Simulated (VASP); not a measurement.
# Al15VN16 (a cell with a defect) in VASP: single point with PBEsol

Aim: the single point of Al15VN16 (a cell with a defect) with PBEsol.

Program: VASP 6.6.1. These are calculated values, not measurements. Logs are shortened: lines on timing, memory, paths and dates and some standing lists are left out, and cuts for length are marked.

## Step 1: Starting point

The cell holds a defect, 32 atoms: a = 6.220 Å, b = 6.220 Å, c = 9.960 Å, α = 90.00°, β = 90.00°, γ = 120.00°.

## Step 2: Single point, PBEsol, collinear spin, zero start

INCAR reads:

```
PREC = Accurate
ENCUT = 450
EDIFF = 1E-5
ISMEAR = 0
SIGMA = 0.03
LREAL = Auto
LASPH = T
NELM = 120
ALGO = Normal
ISIF = 2
LWAVE = F
LCHARG = F
ISPIN = 2
MAGMOM = 0 0 0 0 0 0 0 0 0 0 0 0 0 0 0 0 0 0 0 0 0 0 0 0 0 0 0 0 0 0 0 0
LORBIT = 11
NUPDOWN = 0
LMAXMIX = 4
GGA = PS
ISYM = 0
KPAR = 4
```

KPOINTS reads:

```
regular mesh
0
Gamma
  3 3 2
```

POSCAR reads:

```
Al15VN16                                
1.0
    6.2200008610      0.0000000000      0.0000000000
   -3.1100004305      5.3866787572      0.0000000000
    0.0000000000      0.0000000000      9.9600000000
  V               Al              N             
     1    15    16
Direct
     0.3338982224337023    0.1657199780316213    0.9961504604491827
     0.3329620360698401    0.1656782039020506    0.5005995376638491
     0.3331072088679518    0.6652716664083597    0.0014780991403112
     0.3337573123125954    0.6661444379349750    0.5001860309355352
     0.8339146930169062    0.1661975719387200    0.0015522668694536
     0.8324972072091702    0.1650459164761850    0.5003864861052107
     0.8342186429137392    0.6654673327805403    0.0015214795760157
     0.8324941780767866    0.6662771014818740    0.5004553744140030
     0.1667474634229534    0.3328659179980760    0.2521239264197896
     0.1648500506185751    0.3332836014031728    0.7485621556060083
     0.1667542641821198    0.8322825352132868    0.2520479719516473
     0.1650461933439867    0.8293513010792856    0.7484929620616197
     0.6672620651452418    0.3329705791302772    0.2520419945233155
     0.6690227740933452    0.3335349591740812    0.7485620113154140
     0.6670024712879069    0.8328144319606767    0.2504583283809205
     0.6661805532152715    0.8320496714978728    0.7508489722123382
     0.3336051762085656    0.1659354143215092    0.1985429907134115
     0.3329167330166131    0.1653949158557007    0.6932526502607210
     0.3332150617652042    0.6657411884278098    0.1920466047385012
     0.3343576769612559    0.6659602842476265    0.6902644521351688
     0.8338921056393692    0.1665161735624411    0.1920592294655728
     0.8321091817628197    0.1638495991958474    0.6904289257892120
     0.8338920605257468    0.6659126084393531    0.1920844504466797
     0.8322267962612403    0.6663075899758559    0.6904749453758584
     0.1659803420483672    0.3326848210795483    0.4429189537771305
     0.1605270488510902    0.3386085831746095    0.9382263690523739
     0.1658472236037377    0.8317666871026720    0.4428499844047899
     0.1606274034235799    0.8193391296568083    0.9382360189704680
     0.6669888327202608    0.3329063606513479    0.4428863615651332
     0.6801998735868300    0.3390229734943134    0.9382777510085398
     0.6663829706759794    0.8325632542604083    0.4407227220803595
     0.6670931767392428    0.8322742101430838    0.9423785325914898
```

Potentials or basis: VASP PAW PBE potentials, release 64 (V_sv, Al, N).

Command:

```sh
$ cat potpaw_PBE.64/V_sv/POTCAR potpaw_PBE.64/Al/POTCAR potpaw_PBE.64/N/POTCAR > POTCAR
$ mpirun -np 4 vasp_std > vasp.out
```

OUTCAR:

```text
PREC = Accurate
   ENCUT = 450
   EDIFF = 1E-5
   ISMEAR = 0
   LREAL = Auto
   LASPH = T
   NELM = 120
   ISIF = 2
   ISPIN = 2
   LORBIT = 11
   NUPDOWN = 0
   GGA = PS
   ISYM = 0

 ion  position               nearest neighbor table
   1  0.334  0.166  0.996-  26 1.95  30 1.95  28 1.95  17 2.02  14 3.06  12 3.06  10 3.06   5 3.11
                             3 3.11   7 3.11   7 3.11   3 3.11   5 3.11  13 3.12  11 3.12   9 3.12
   2  0.333  0.166  0.501-  27 1.89  25 1.89  29 1.89  18 1.92   9 3.06  11 3.06  10 3.06  13 3.06
                            14 3.06  12 3.06   6 3.11   4 3.11   8 3.11   8 3.11   4 3.11   6 3.11
   3  0.333  0.665  0.001-  28 1.87  26 1.87  32 1.89  19 1.90  15 3.06   9 3.07  16 3.07  11 3.07
                            10 3.09  12 3.09   7 3.10   5 3.10   1 3.11   1 3.11   5 3.12   7 3.12
   4  0.334  0.666  0.500-  25 1.88  27 1.89  31 1.89  20 1.89  12 3.05   9 3.05  11 3.05  10 3.06
                            15 3.07  16 3.07   8 3.10   6 3.10   2 3.11   2 3.11   6 3.12   8 3.12
   5  0.834  0.166  0.002-  30 1.87  26 1.87  32 1.89  21 1.90  15 3.06   9 3.07  13 3.07  16 3.08
                            10 3.09  14 3.09   7 3.10   3 3.10   1 3.11   1 3.11   3 3.12   7 3.12
   6  0.832  0.165  0.500-  29 1.88  25 1.89  31 1.89  22 1.89  14 3.05  10 3.05  13 3.06   9 3.06
                            15 3.07  16 3.07   8 3.10   4 3.10   2 3.11   2 3.11   4 3.12   8 3.12
   7  0.834  0.665  0.002-  28 1.87  30 1.87  32 1.89  23 1.90  15 3.07  13 3.07  11 3.07  16 3.08
                            12 3.09  14 3.09   3 3.10   5 3.10   1 3.11   1 3.11   5 3.12   3 3.12
   8  0.832  0.666  0.500-  29 1.89  27 1.89  31 1.89  24 1.89  12 3.05  14 3.05  13 3.06  11 3.06
                            15 3.07  16 3.07   4 3.10   6 3.10   2 3.11   2 3.11   6 3.12   4 3.12
   9  0.167  0.333  0.252-  17 1.88  21 1.89  19 1.89  25 1.90   4 3.05   2 3.06   6 3.06   3 3.07
[... 17 lines left out ...]
  19  0.333  0.666  0.192-  15 1.89   9 1.89  11 1.89   3 1.90
  20  0.334  0.666  0.690-  12 1.88  10 1.88  16 1.89   4 1.89
  21  0.834  0.167  0.192-  15 1.89   9 1.89  13 1.89   5 1.90
  22  0.832  0.164  0.690-  10 1.88  14 1.88  16 1.89   6 1.89
[... 8 lines left out ...]
  31  0.666  0.833  0.441-   8 1.89   6 1.89   4 1.89  15 1.90
  32  0.667  0.832  0.942-   7 1.89   5 1.89   3 1.89  16 1.91

IMPORTANT INFORMATION: All symmetrisations will be switched off!
NOSYMM: (Re-)initialisation of all symmetry stuff for point group C_1.

----------------------------------------------------------------------------------------

                                     Primitive cell

  volume of cell :     333.7113

  direct lattice vectors                    reciprocal lattice vectors
     6.220000861  0.000000000  0.000000000     0.160771682  0.092821574  0.000000000
    -3.110000430  5.386678757  0.000000000     0.000000000  0.185643148  0.000000000
     0.000000000  0.000000000  9.960000000     0.000000000  0.000000000  0.100401606

  length of vectors
     6.220000861  6.220000861  9.960000000     0.185643148  0.185643148  0.100401606

  position of ions in fractional coordinates (direct lattice)
     0.333898222  0.165719978  0.996150460
     0.332962036  0.165678204  0.500599538
     0.333107209  0.665271666  0.001478099
     0.333757312  0.666144438  0.500186031
     0.833914693  0.166197572  0.001552267
     0.832497207  0.165045916  0.500386486
[... 24 lines left out ...]
     0.666382971  0.832563254  0.440722722
     0.667093177  0.832274210  0.942378533

  ion indices of the primitive-cell ions
   primitive index   ion index
                 1           1
                 2           2
                 3           3
                 4           4
                 5           5
                 6           6
[... 24 lines left out ...]
                31          31
                32          32

----------------------------------------------------------------------------------------

 KPOINTS: regular mesh

Automatic generation of k-mesh.
 Grid dimensions read from file:
 generate k-points for:    3    3    2

 Generating k-lattice:

  Cartesian coordinates                     Fractional coordinates (reciprocal lattice)
     0.053590561  0.030940525  0.000000000     0.333333333 -0.000000000  0.000000000
     0.000000000  0.061881049  0.000000000     0.000000000  0.333333333  0.000000000
     0.000000000  0.000000000  0.050200803     0.000000000  0.000000000  0.500000000

  Length of vectors
     0.061881049  0.061881049  0.050200803

  Shift w.r.t. Gamma in fractional coordinates (k-lattice)
     0.000000000  0.000000000  0.000000000

 Subroutine IBZKPT returns following result:
 ===========================================

 Found     10 irreducible k-points:
[... 25 lines left out ...]
   ISPIN  =      2    spin polarized calculation?
   LNONCOLLINEAR =      F non collinear calculations
   LSORBIT =      F    spin-orbit coupling
   LASPH  =      T    aspherical Exc in radial PAW
   ENCUT  =  450.0 eV  33.07 Ry    5.75 a.u.  10.76 10.76 17.23*2*pi/ulx,y,z
   NELM   =    120;   NELMIN=  2; NELMDL= -5     # of ELM steps
   EDIFF  = 0.1E-04   stopping-criterion for ELM
   LREAL  =      T    real-space projection
   EDIFFG = 0.1E-03   stopping-criterion for IOM
   NSW    =      0    number of steps for IOM
   IBRION =     -1    ionic relax: 0-MD 1-quasi-New 2-CG
   NFREE  =      0    steps in history (QN), initial steepest desc. (CG)
   ISIF   =      2    stress and relaxation
   ISYM   =      0    0-nonsym 1-usesym 2-fastsym
   POTIM  = 0.5000    time-step for ionic-motion
   TEBEG  =    0.0;   TEEND  =   0.0 temperature during run
   PSTRESS=    0.0 pullay stress
   NELECT =     138.0000    total number of electrons
   NUPDOWN=       0.0000    fix difference up-down
   EMIN   =  10.00;   EMAX   =-10.00  energy-range for DOS
   EFERMI =   0.00;   METHOD = LEGACY
   ISMEAR =     0;   SIGMA  =   0.03  broadening in eV -4-tet -1-fermi 0-gaus
   EFERMI_NEDOS =   21; number of points for ismear=-14 and -15
   IALGO  =     38    algorithm
   IMIX   =      4    mixing-type and parameters
     AMIX     =   0.40;   BMIX     =  1.00
     AMIX_MAG =   1.60;   BMIX_MAG =  1.00
  volume/ion in A,a.u.               =      10.43        70.37
  Fermi-wavevector in a.u.,A,eV,Ry     =   1.219675  2.304852 20.240134  1.487608
  Thomas-Fermi vector in A             =   2.354919
   LORBIT       =     11    0 simple, 1 ext, 2 COOP (PROOUT), +10 PAW based schemes
   GGA     = PS    functional components
   LHFCALC =     F    Hartree Fock is set to
   AEXX    =    0.0000 exact exchange contribution
   IVDW    =     0    specifies the selected vdW correction
   LEPSILON=     F    determine dielectric tensor
   LRPA    =     F    only Hartree local field effects (RPA)
 spin polarized calculation
 Gauss-broadening in eV      SIGMA  =   0.03
  energy-cutoff  :      450.00
  volume of cell :      333.71
 maximum number of plane-waves:      7283
 NGX is ok and might be reduce to    48
   NGX = 21   NGY = 21   NGZ = 35

 number of electron     137.9999988 magnetization      -0.0000000

 number of electron     137.9999988 magnetization       0.0000000

 Free energy of the ion-electron system (eV)
  ---------------------------------------------------
  ext. energy  EPLUGINS =         0.00000000
  ---------------------------------------------------
  free energy    TOTEN  =      -252.64915071 eV

  energy without entropy =     -252.64523542  energy(sigma->0) =     -252.64719307

 E-fermi :   9.3886     XC(G=0): -11.2007

 val. band max:        9.3874959977   @ k =   0.0000   0.0000   0.0000
 cond. band min:       9.3890194073   @ k =   0.0000   0.0000   0.5000
 fundamental gap:      0.0015234096
 Fermi energy:         9.3886582602

 spin component 1

 k-point     1 :       0.0000    0.0000    0.0000
  band No.  band energies     occupation
      1     -55.5850      1.00000
      2     -29.7022      1.00000
      3     -29.7003      1.00000
      4     -29.4659      1.00000
      5      -9.0409      1.00000
      6      -8.1732      1.00000
[... 829 lines left out ...]
     80      12.7973      0.00000
     81      12.9383      0.00000
 Fermi energy:         9.3885869461

 spin component 2

 k-point     1 :       0.0000    0.0000    0.0000
  band No.  band energies     occupation
      1     -55.5850      1.00000
      2     -29.7024      1.00000
      3     -29.7005      1.00000
      4     -29.4656      1.00000
      5      -9.0409      1.00000
      6      -8.1732      1.00000
[... 829 lines left out ...]
     80      12.7973      0.00000
     81      12.9383      0.00000
 [bands above 81 left out]

------------------------ aborting loop because EDIFF is reached ----------------------------------------

  FORCE on cell =-STRESS in cart. coord.  units (eV):
  Direction    XX          YY          ZZ          XY          YZ          ZX
  --------------------------------------------------------------------------------------
  -------------------------------------------------------------------------------------
  Total        2.9728504      3.0098827      1.2242027      0.0027701      0.0007095      0.0096258
  in kB       14.2729183     14.4507138      5.8775055      0.0132995      0.0034066      0.0462143
  external PRESSURE =      11.5337125 kB  Pullay stress =       0.0000000 kB

 VOLUME and BASIS-vectors are now :
 -----------------------------------------------------------------------------
  energy-cutoff  :      450.00
  volume of cell :      333.71
      direct lattice vectors                 reciprocal lattice vectors
     6.220000861  0.000000000  0.000000000     0.160771682  0.092821574  0.000000000
    -3.110000430  5.386678757  0.000000000     0.000000000  0.185643148  0.000000000
     0.000000000  0.000000000  9.960000000     0.000000000  0.000000000  0.100401606

 POSITION                                       TOTAL-FORCE (eV/Angst)
 -----------------------------------------------------------------------------------
      1.56146      0.89268      9.92166        -0.011502     -0.003191     -0.334466
      1.55576      0.89246      4.98597         0.002089      0.005913      0.004403
      0.00293      3.58360      0.01472         0.088423      0.055078      0.203060
      0.00426      3.58831      4.98185         0.009844      0.004762     -0.010607
      4.67008      0.89525      0.01546         0.002168     -0.098259      0.193390
      4.66484      0.88905      4.98385         0.011610     -0.013381     -0.030541
[... 24 lines left out ...]
      1.55563      4.48475      4.38960        -0.001975     -0.001770      0.038581
      1.56095      4.48319      9.38609        -0.016206      0.000105     -0.052693
 -----------------------------------------------------------------------------------
    total drift:                               -0.007339      0.004648     -0.006392

  FREE ENERGIE OF THE ION-ELECTRON SYSTEM (eV)
  ---------------------------------------------------
  free  energy   TOTEN  =      -252.6491507085 eV

  energy  without entropy=     -252.6452354233  energy(sigma->0) =     -252.64719307

 total charge

# of ion       s       p       d       tot
------------------------------------------
    1        2.294   6.241   3.173  11.709
    2        0.368   0.440   0.000   0.808
    3        0.372   0.450   0.000   0.823
    4        0.370   0.447   0.000   0.817
    5        0.373   0.451   0.000   0.823
    6        0.370   0.447   0.000   0.818
[... 24 lines left out ...]
   31        1.223   2.619   0.000   3.842
   32        1.223   2.608   0.000   3.831
--------------------------------------------------
tot         27.461  54.673   3.173  85.307

 magnetization (x)

# of ion       s       p       d       tot
------------------------------------------
    1        0.000   0.000  -0.000  -0.000
    2       -0.000  -0.000   0.000  -0.000
    3        0.000   0.000   0.000   0.000
    4        0.000  -0.000   0.000  -0.000
    5       -0.000  -0.000   0.000  -0.000
    6       -0.000   0.000   0.000  -0.000
[... 24 lines left out ...]
   31       -0.000   0.000   0.000  -0.000
   32       -0.000  -0.000   0.000  -0.000
--------------------------------------------------
tot         -0.000  -0.000  -0.000  -0.000
```

Run time: 5.7 min. Hardware: 4 MPI ranks of Intel Xeon Platinum 8488C (Sapphire Rapids), shared host; peak memory 0.7 GiB.

Results:

```yaml
Free_energy: -252.6492 eV
Largest_force: 0.766 eV/Å
Net_moment: 0.00 μB per cell
Valence_electrons_inside_the_program's_atomic_spheres: V 11.71; Al 0.81, 0.82; N 3.81, 3.83, 3.84, 3.85
```

Forces in eV/Å, atoms in the order of the input:
```
V   -0.012 -0.003 -0.334
Al   0.002  0.006  0.004
Al   0.088  0.055  0.203
Al   0.010  0.005 -0.011
Al   0.002 -0.098  0.193
Al   0.012 -0.013 -0.031
Al  -0.110  0.061  0.203
Al   0.001  0.000 -0.039
Al  -0.038  0.015 -0.073
Al   0.067 -0.029 -0.058
Al  -0.003 -0.052 -0.068
Al   0.000  0.075 -0.045
Al   0.049  0.018 -0.063
Al  -0.057 -0.036 -0.049
Al  -0.004 -0.007 -0.005
Al   0.004  0.002 -0.006
N   -0.005  0.006 -0.511
N    0.012  0.000 -0.003
N    0.000  0.000  0.007
N    0.013  0.019  0.051
N   -0.007 -0.004  0.006
N   -0.004 -0.004  0.039
N   -0.002 -0.008 -0.003
N   -0.007  0.002  0.034
N    0.011 -0.004  0.002
N    0.625 -0.360  0.193
N    0.016  0.009  0.013
N    0.002  0.737  0.177
N   -0.007 -0.009  0.010
N   -0.640 -0.381  0.177
N   -0.002 -0.002  0.039
N   -0.016  0.000 -0.053
```

Caveat: the k mesh is coarse (spacing up to 0.39 Å⁻¹), so the values aren't converged; the cutoff is under 1.25 times the usual one of these potentials, so pressure, stress and relaxed cells hold a basis-set (Pulay) error; the PAW data sets were made with another functional, which shifts forces and pressure a little; the total moment is fixed, so each spin has its own Fermi level.
